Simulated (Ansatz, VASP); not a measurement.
# ZnSb2O4 (ZnSb2O4 (P4_2/mbc)): VASP beside Ansatz, part 2 of 3

Aim: how closely do two programs agree when they are given the same cell, functional and k mesh? Of the first pair: The structure shown is the start of the Ansatz relaxation below; VASP solves that cell, so the two are compared at the walk's first step.

VASP 6.6.1 and Ansatz 0.2.0.

So far: Starting point; Ansatz: relaxation, r2SCAN.

## 3. VASP: single point, r2SCAN, start cell, pair 1

Level of this step: r2SCAN; plane waves and PAW (Zn, Sb, O) (VASP).

The same cell, functional, mesh and smearing now go to VASP, with its own data sets.

Lines of VASP's logs that name or quote its potential files are left out, and so is its time.

INCAR reads:

```
SYSTEM = ZnSb2O4
PREC = Accurate
ENCUT = 580
EDIFF = 1E-06
NELM = 120
ISMEAR = -1
SIGMA = 0.01
LREAL = .FALSE.
ALGO = Normal
METAGGA = R2SCAN
LASPH = .TRUE.
NBANDS = 112
LORBIT = 11
LWAVE = .FALSE.
LCHARG = .FALSE.
ISIF = 2
GGA_COMPAT = .FALSE.
EFERMI = MIDGAP
LMIXTAU = .TRUE.
KPAR = 4
```

POSCAR reads:

```
ZnSb2O4
1.0
    8.5336030000      0.0000000000      0.0000000000
    0.0000000000      8.5336030000      0.0000000000
    0.0000000000      0.0000000000      5.9522530000
Zn Sb O
4 8 16
Direct
    0.5000000000      0.0000000000      0.2500000000
    0.0000000000      0.5000000000      0.7500000000
    0.5000000000      0.0000000000      0.7500000000
    0.0000000000      0.5000000000      0.2500000000
    0.8366586189      0.8228493873      1.0000000000
    0.8228493873      0.1633413811      0.5000000000
    0.1771506127      0.8366586189      0.5000000000
    0.1633413811      0.1771506127      1.0000000000
    0.3366586189      0.6771506127      1.0000000000
    0.6633413811      0.3228493873      1.0000000000
    0.6771506127      0.6633413811      0.5000000000
    0.3228493873      0.3366586189      0.5000000000
    0.4047368972      0.8598856485      0.5000000000
    0.5952631028      0.1401143515      0.5000000000
    0.1401143515      0.4047368972      1.0000000000
    0.8598856485      0.5952631028      1.0000000000
    0.3598856485      0.9047368972      1.0000000000
    0.9047368972      0.6401143515      0.5000000000
    0.0952631028      0.3598856485      0.5000000000
    0.6401143515      0.0952631028      1.0000000000
    0.1800877367      0.6800877367      0.7500000000
    0.6800877367      0.8199122633      0.2500000000
    0.3199122633      0.1800877367      0.2500000000
    0.8199122633      0.3199122633      0.7500000000
    0.1800877367      0.6800877367      0.2500000000
    0.6800877367      0.8199122633      0.7500000000
    0.3199122633      0.1800877367      0.7500000000
    0.8199122633      0.3199122633      0.2500000000
```

KPOINTS reads:

```
Automatic mesh
0
Gamma
3 3 5
0 0 0
```

Potentials, in the order of the species: Zn, Sb and O (PBE family, release 64).

Run with:

```bash
$ mpirun -np 4 vasp_std
```

Numbers of over 12 decimals in the logs are rounded to 6 here.

The log of the run:

```text
[banner, memory and clock lines left out]
running    4 mpi-ranks, on    1 nodes
 distrk:  each k-point on    1 cores,    4 groups
 distr:  one band on    1 cores,    1 groups

 POSCAR found type information on POSCAR ZnSbO
 POSCAR found :  3 types and      28 ions
|                                                                             |
|               ----> ADVICE to this user running VASP <----                  |
|                                                                             |
|     You have a (more or less) 'large supercell' and for larger cells it     |
|     might be more efficient to use real-space projection operators.         |
|     Therefore, try LREAL= Auto in the INCAR file.                           |
|     Mind: For very accurate calculation, you might also keep the            |
|     reciprocal projection scheme (i.e. LREAL=.FALSE.).                      |
|                                                                             |

|                                                                             |
|               ----> ADVICE to this user running VASP <----                  |
|                                                                             |
|     You enforced a specific xc type in the INCAR file but a different       |
|     [... a line on the potential file left out ...]
|     I HOPE YOU KNOW WHAT YOU ARE DOING!                                     |
|                                                                             |

 LDA part: xc-table for (None), standard interpolation
 POSCAR, INCAR and KPOINTS ok, starting setup
 FFT: planning ... GRIDC
 FFT: planning ... GRID_SOFT
 FFT: planning ... GRID
 WAVECAR not read
 entering main loop
       N       E                     dE             d eps       ncg     rms          rms(c)
DAV:   1     0.210484299223E+04    0.21048E+04   -0.86720E+04  2016   0.189E+03
DAV:   2    -0.385971790735E+02   -0.21434E+04   -0.20573E+04  2296   0.476E+02
DAV:   3    -0.427458661099E+03   -0.38886E+03   -0.38152E+03  2216   0.213E+02
DAV:   4    -0.452789643366E+03   -0.25331E+02   -0.25043E+02  2296   0.597E+01
DAV:   5    -0.453513022932E+03   -0.72338E+00   -0.72031E+00  2512   0.933E+00    0.348E+01
DAV:   6    -0.401343627255E+03    0.52169E+02   -0.10030E+02  3040   0.633E+01    0.174E+01
DAV:   7    -0.379849927783E+03    0.21494E+02   -0.21428E+01  2320   0.169E+01    0.104E+01
DAV:   8    -0.396953395332E+03   -0.17103E+02   -0.63268E+00  2640   0.256E+01    0.225E+00
DAV:   9    -0.374359867529E+03    0.22594E+02   -0.54917E+00  2696   0.202E+01    0.221E+00
DAV:  10    -0.378192814114E+03   -0.38329E+01   -0.29223E+00  2152   0.635E+00    0.744E-01
DAV:  11    -0.378557671199E+03   -0.36486E+00   -0.10993E-01  2416   0.146E+00    0.700E-01
DAV:  12    -0.378788542993E+03   -0.23087E+00   -0.67173E-02  2632   0.168E+00    0.230E-01
DAV:  13    -0.379009565823E+03   -0.22102E+00   -0.12301E-01  2280   0.211E+00    0.241E-01
DAV:  14    -0.379016185988E+03   -0.66202E-02   -0.13878E-02  2240   0.507E-01    0.217E-01
[...]
DAV:  22    -0.379024632193E+03   -0.29565E-04   -0.98968E-05  2568   0.116E-01    0.117E-02
DAV:  23    -0.379024654147E+03   -0.21954E-04   -0.15233E-05  2832   0.343E-02    0.118E-02
DAV:  24    -0.379024649715E+03    0.44323E-05   -0.61083E-06  1896   0.170E-02    0.818E-03
DAV:  25    -0.379024655644E+03   -0.59287E-05   -0.23072E-06  1400   0.115E-02    0.626E-03
DAV:  26    -0.379024662622E+03   -0.69787E-05   -0.15590E-06  1352   0.107E-02    0.380E-03
DAV:  27    -0.379024658253E+03    0.43693E-05   -0.10395E-06  1128   0.883E-03    0.293E-03
DAV:  28    -0.379024659369E+03   -0.11158E-05   -0.53356E-07  1128   0.532E-03    0.194E-03
DAV:  29    -0.379024658722E+03    0.64683E-06   -0.32724E-07  1128   0.231E-03
   1 F= -.37902466E+03 E0= -.37902466E+03  d E =0.000000E+00
```

Parts of OUTCAR (step 3):

```text
ion  position               nearest neighbor table
   1  0.500  0.000  0.250-  13 2.07  14 2.07  17 2.07  20 2.07  22 2.17  23 2.17   3 2.98   3 2.98

  LATTYP: Found a simple tetragonal cell.
 ALAT       =     8.5336030000
 C/A-ratio  =     0.6975076061

 Subroutine GETGRP returns: Found 16 space group operations
 (whereof  4 operations were pure point group operations)

The static configuration has the point symmetry C_2h.
 The point group associated with its full space group is D_4h.

 Found      9 irreducible k-points:

   k-points           NKPTS =      9   k-points in BZ     NKDIM =      9   number of bands    NBANDS=    112

   dimension x,y,z NGX =    70 NGY =   70 NGZ =   48
   dimension x,y,z NGXF=   140 NGYF=  140 NGZF=   96

   ENCUT  =  580.0 eV  42.63 Ry    6.53 a.u.  16.76 16.76 11.69*2*pi/ulx,y,z

   NELECT =     184.0000    total number of electrons

 k-points in reciprocal lattice and weights: Automatic mesh
   0.00000000  0.00000000  0.00000000       0.022
   0.33333333  0.00000000  0.00000000       0.089
   0.33333333  0.33333333  0.00000000       0.089
   0.00000000  0.00000000  0.20000000       0.044
   0.33333333  0.00000000  0.20000000       0.178
   0.33333333  0.33333333  0.20000000       0.178
   0.00000000  0.00000000  0.40000000       0.044
   0.33333333  0.00000000  0.40000000       0.178
   0.33333333  0.33333333  0.40000000       0.178

 average (electrostatic) potential at core
       1 -38.2673       2 -38.2673       3 -38.2673       4 -38.2673       5 -93.7262
       6 -93.7262       7 -93.7262       8 -93.7262       9 -93.7262      10 -93.7262
      11 -93.7262      12 -93.7262      13 -73.8221      14 -73.8221      15 -73.8221
      16 -73.8221      17 -73.8221      18 -73.8221      19 -73.8221      20 -73.8221
      21 -74.6686      22 -74.6686      23 -74.6686      24 -74.6686      25 -74.6686
      26 -74.6686      27 -74.6686      28 -74.6686

 E-fermi :   5.0478

 k-point     1 :       0.0000    0.0000    0.0000
  band No.  band energies     occupation
    ...
     88       3.0324      2.00000
     89       3.4506      2.00000
     90       3.4506      2.00000
     91       3.5252      2.00000
     92       3.5252      2.00000
     93       6.5489      0.00000
     94       6.7650      0.00000
     95       7.2539      0.00000
     96       7.3871      0.00000
     97       7.4820      0.00000
    ...

 k-point     2 :       0.3333    0.0000    0.0000
  band No.  band energies     occupation
    ...
     88       3.1913      2.00000
     89       3.3156      2.00000
     90       3.4513      2.00000
     91       3.4516      2.00000
     92       3.4880      2.00000
     93       6.5848      0.00000
     94       6.9048      0.00000
     95       7.0024      0.00000
     96       7.2236      0.00000
     97       7.7710      0.00000
    ...

 k-point     3 :       0.3333    0.3333    0.0000
  band No.  band energies     occupation
    ...
     88       3.1175      2.00000
     89       3.3806      2.00000
     90       3.4518      2.00000
     91       3.4526      2.00000
     92       3.5468      2.00000
     93       6.5688      0.00000
     94       6.7208      0.00000
     95       7.2890      0.00000
     96       7.5405      0.00000
     97       7.8562      0.00000
    ...

  Total        0.0021754      0.0021754      0.1841077      0.0000000      0.0000000      0.0000000
  in kB        0.0080407      0.0080407      0.6805127      0.0000000      0.0000000      0.0000000
  external PRESSURE =       0.2321980 kB  Pullay stress =       0.0000000 kB

  energy-cutoff  :      580.00
  volume of cell :      433.46
      direct lattice vectors                 reciprocal lattice vectors
     8.533603000  0.000000000  0.000000000     0.117183797  0.000000000  0.000000000
     0.000000000  8.533603000  0.000000000     0.000000000  0.117183797  0.000000000
     0.000000000  0.000000000  5.952253000     0.000000000  0.000000000  0.168003611

 POSITION                                       TOTAL-FORCE (eV/Angst)
 -----------------------------------------------------------------------------------
      4.26680      0.00000      1.48806         0.000000     -0.000000      0.000000
      0.00000      4.26680      4.46419         0.000000     -0.000000      0.000000
      4.26680      0.00000      4.46419         0.000000     -0.000000      0.000000
      0.00000      4.26680      1.48806         0.000000     -0.000000      0.000000
      7.13971      7.02187      0.00000         0.008601      0.002524     -0.000000
      7.02187      1.39389      2.97613         0.002524     -0.008601      0.000000
      1.51173      7.13971      2.97613        -0.002524      0.008601     -0.000000
      1.39389      1.51173      0.00000        -0.008601     -0.002524     -0.000000
      2.87291      5.77853      0.00000         0.008601     -0.002524     -0.000000
      5.66069      2.75507      0.00000        -0.008601      0.002524      0.000000
      5.77853      5.66069      2.97613        -0.002524     -0.008601      0.000000
      2.75507      2.87291      2.97613         0.002524      0.008601      0.000000
      3.45386      7.33792      2.97613         0.010696      0.001982     -0.000000
      5.07974      1.19568      2.97613        -0.010696     -0.001982     -0.000000
      1.19568      3.45386      0.00000        -0.001982      0.010696      0.000000
      7.33792      5.07974      0.00000         0.001982     -0.010696      0.000000
      3.07112      7.72067      0.00000         0.001982      0.010696      0.000000
      7.72067      5.46248      2.97613         0.010696     -0.001982     -0.000000
      0.81294      3.07112      2.97613        -0.010696      0.001982      0.000000
      5.46248      0.81294      0.00000        -0.001982     -0.010696      0.000000
      1.53680      5.80360      4.46419        -0.006231     -0.006231      0.000000
      5.80360      6.99681      1.48806        -0.006231      0.006231      0.000000
      2.73000      1.53680      1.48806         0.006231     -0.006231      0.000000
      6.99681      2.73000      4.46419         0.006231      0.006231      0.000000
      1.53680      5.80360      1.48806        -0.006231     -0.006231      0.000000
      5.80360      6.99681      4.46419        -0.006231      0.006231     -0.000000
      2.73000      1.53680      4.46419         0.006231     -0.006231     -0.000000
      6.99681      2.73000      1.48806         0.006231      0.006231     -0.000000
 -----------------------------------------------------------------------------------
    total drift:                                0.000000     -0.000000      0.000000

  FREE ENERGIE OF THE ION-ELECTRON SYSTEM (eV)
  ---------------------------------------------------
  free  energy   TOTEN  =      -379.0246587219 eV

  energy  without entropy=     -379.0246587219  energy(sigma->0) =     -379.02465872

 total charge
# of ion       s       p       d       tot
------------------------------------------
    1        0.371   0.395   9.936  10.702
    2        0.371   0.395   9.936  10.702
    3        0.371   0.395   9.936  10.702
    4        0.371   0.395   9.936  10.702
    5        1.182   0.966   0.125   2.273
    6        1.182   0.966   0.125   2.273
    7        1.182   0.966   0.125   2.273
    8        1.182   0.966   0.125   2.273
    9        1.182   0.966   0.125   2.273
   10        1.182   0.966   0.125   2.273
   11        1.182   0.966   0.125   2.273
   12        1.182   0.966   0.125   2.273
   13        1.570   3.479   0.000   5.049
   14        1.570   3.479   0.000   5.049
   15        1.570   3.479   0.000   5.049
   16        1.570   3.479   0.000   5.049
   17        1.570   3.479   0.000   5.049
   18        1.570   3.479   0.000   5.049
   19        1.570   3.479   0.000   5.049
   20        1.570   3.479   0.000   5.049
   21        1.574   3.502   0.000   5.077
   22        1.574   3.502   0.000   5.077
   23        1.574   3.502   0.000   5.077
   24        1.574   3.502   0.000   5.077
   25        1.574   3.502   0.000   5.077
   26        1.574   3.502   0.000   5.077
   27        1.574   3.502   0.000   5.077
   28        1.574   3.502   0.000   5.077
--------------------------------------------------
tot         36.096  65.160  40.744 142.000

[... 3 further parts left out ...]
```

The run ends at a pressure of 0.02 GPa, with forces up to 0.011 eV/Å.

## 4. Comparison

Known differences besides the potentials themselves: VASP keeps PBE cores, Ansatz makes them for the functional; the data sets hold 264 valence electrons in Ansatz (on its PAW soft_1 files) and 184 in VASP; the cutoff is 500 eV in Ansatz and 580 eV in VASP. Total energies have different zeros and are not compared.

At this near-relaxed geometry the largest component of a force difference is 131 meV/Å.

## 5. Ansatz: relaxation, r2SCAN

This run makes the geometry at which the two programs are then compared. The cell compared in this pair holds 435.33 Å³, against 433.46 Å³ for the pair before.

The structure compared here is the end of the Ansatz relaxation.

input.yaml reads:

```yaml
crystal:
  lattice:
    - [8.5336034, 0.0, 0.0]
    - [0.0, 8.5336034, 0.0]
    - [0.0, 0.0, 5.9522532]
  atoms:
    - { symbol: Zn, position: [0.5, 0.0, 0.25] }
    - { symbol: Zn, position: [0.0, 0.5, 0.75] }
    - { symbol: Zn, position: [0.5, 0.0, 0.75] }
    - { symbol: Zn, position: [0.0, 0.5, 0.25] }
    - { symbol: Sb, position: [0.83665861, 0.82284939, 0.0] }
    - { symbol: Sb, position: [0.82284939, 0.16334139, 0.5] }
    - { symbol: Sb, position: [0.17715061, 0.83665861, 0.5] }
    - { symbol: Sb, position: [0.16334139, 0.17715061, 0.0] }
    - { symbol: Sb, position: [0.33665861, 0.67715061, 0.0] }
    - { symbol: Sb, position: [0.66334139, 0.32284939, 0.0] }
    - { symbol: Sb, position: [0.67715061, 0.66334139, 0.5] }
    - { symbol: Sb, position: [0.32284939, 0.33665861, 0.5] }
    - { symbol: O, position: [0.40473687, 0.85988564, 0.5] }
    - { symbol: O, position: [0.59526313, 0.14011436, 0.5] }
    - { symbol: O, position: [0.14011436, 0.40473687, 0.0] }
    - { symbol: O, position: [0.85988564, 0.59526313, 0.0] }
    - { symbol: O, position: [0.35988564, 0.90473687, 0.0] }
    - { symbol: O, position: [0.90473687, 0.64011436, 0.5] }
    - { symbol: O, position: [0.09526313, 0.35988564, 0.5] }
    - { symbol: O, position: [0.64011436, 0.09526313, 0.0] }
    - { symbol: O, position: [0.18008774, 0.68008774, 0.75] }
    - { symbol: O, position: [0.68008774, 0.81991226, 0.25] }
    - { symbol: O, position: [0.31991226, 0.18008774, 0.25] }
    - { symbol: O, position: [0.81991226, 0.31991226, 0.75] }
    - { symbol: O, position: [0.18008774, 0.68008774, 0.25] }
    - { symbol: O, position: [0.68008774, 0.81991226, 0.75] }
    - { symbol: O, position: [0.31991226, 0.18008774, 0.75] }
    - { symbol: O, position: [0.81991226, 0.31991226, 0.25] }
basis:
  ecutwfc: 500
  xc_grid: 2
hamiltonian:
  xc: r2scan
  pseudopotentials: { kind: paw, azcp: { folder: soft_1 } }
kpoints:
  mp_grid: { grid: [3, 3, 5] }
scf:
  occupations: { method: fermi_dirac, width: 0.01 }
  max_iter: 150
output:
  forces: true
  stress: true
relax:
  f_tol: 0.01
  max_steps: 60
  cell: {}
checkpoint:
  write: "../r2scan.run"
  compress: false
  write_wavefunctions: false
  write_every: 100000
```

Run with:

```bash
$ ansatz run input.yaml --threads 4 --pin off --max-ram 6594MiB --backend cpu --events-out ev --progress --plain --runs-dir out
```

The log of the run:

```text
[...]
Crystal: 28 atoms, lattice volume = 433.457 Å³
Basis set: ecut = 500 eV, 10965 PW (Γ), exchange–correlation on 128×128×90 points (8 copies of the dense FFT grid, shifted against one another)
Bands: 160, of which v1, the nominal top of the filled ones, is band 132 counted from 1 (131 counted from 0)
Symmetry: 16 space group operations
[...]
k-points: 9 of 45
[...]
- { symbol: O, position: [0.361804, 0.904308, 0] }
    - { symbol: O, position: [0.904308, 0.638196, 0.500000] }
    - { symbol: O, position: [0.095692, 0.361804, 0.500000] }
    - { symbol: O, position: [0.638196, 0.095692, 0] }
[...]
- { symbol: O, position: [0.180699, 0.680699, 0.250000] }
    - { symbol: O, position: [0.680699, 0.819301, 0.75] }
    - { symbol: O, position: [0.319301, 0.180699, 0.75] }
    - { symbol: O, position: [0.819301, 0.319301, 0.250000] }
[key lines of the parts left out:]
SCF converged after 5 iterations
Free energy (F): -74393.507249 eV
Fermi energy:    8.650656 eV
P = ⅓ Tr σ = -0.0006 GPa (-0.006 kbar)
```

(Continued in part 3 of 3.)

[Lines on the potential files, build, host, timing and source positions are cut from VASP's logs without a mark.]

[Logs are printed without paths, hosts, clocks, repeated set-up lines and the standing remarks that a program may print on its own settings, such as how far it seeks lower states.]

[Hosts, paths, dates, database ids (printed as entryN), source tags and the programs' standing remarks are cut or masked in the printed files.]
